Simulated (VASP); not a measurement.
Mg$_{2}$Ge (antifluorite), at 1.04 of the tabulated volume:

```yaml
crystal:
  lattice:
    - [0.00000, 3.23704, 3.23704]
    - [3.23704, 0.00000, 3.23704]
    - [3.23704, 3.23704, 0.00000]
  atoms:
    - { symbol: Mg, position: [0.25000, 0.25000, 0.25000] }
    - { symbol: Mg, position: [0.75000, 0.75000, 0.75000] }
    - { symbol: Ge, position: [0.00000, 0.00000, 0.00000] }
```

The lowest empty band near X, direction along the valley's axis, from mBJ (TB09) with spin-orbit coupling in VASP (PAW); its two spin partners are averaged. The gap over the points computed is 0.52 eV, and the next band on that side lies 0.24 eV away at the edge.

Settings: 400 eV cut-off, 7×7×7 Γ-centred mesh, Gaussian smearing of 0.050 eV, potentials Mg Ge_d.

```json
[
 {"distance from the edge in k (1/Å)": "0.025", "distance in energy (meV)": "4.3"},
 {"distance from the edge in k (1/Å)": "0.035", "distance in energy (meV)": "8.4"},
 {"distance from the edge in k (1/Å)": "0.050", "distance in energy (meV)": "17.0"},
 {"distance from the edge in k (1/Å)": "0.070", "distance in energy (meV)": "33.3"}
]
```

### Question
Fit E(1 + αE) = ħ²k²/2m* (ħ²/2m0 = 3.810 eV Å²) and predict the row at 0.095 1/Å.

### Answer
The rows don't resolve α, so a parabola serves: the electron mass is m* = 0.560 m0, and so 61.4 meV. The run gave 61.3 meV, -0.1 meV from the fit.

Left out are points under 3 meV from the edge, since the levels carry 0.1 meV, and points farther than half the way to the next band.

The compound is Mg2Ge in the antifluorite structure. The cell was not relaxed at this level.
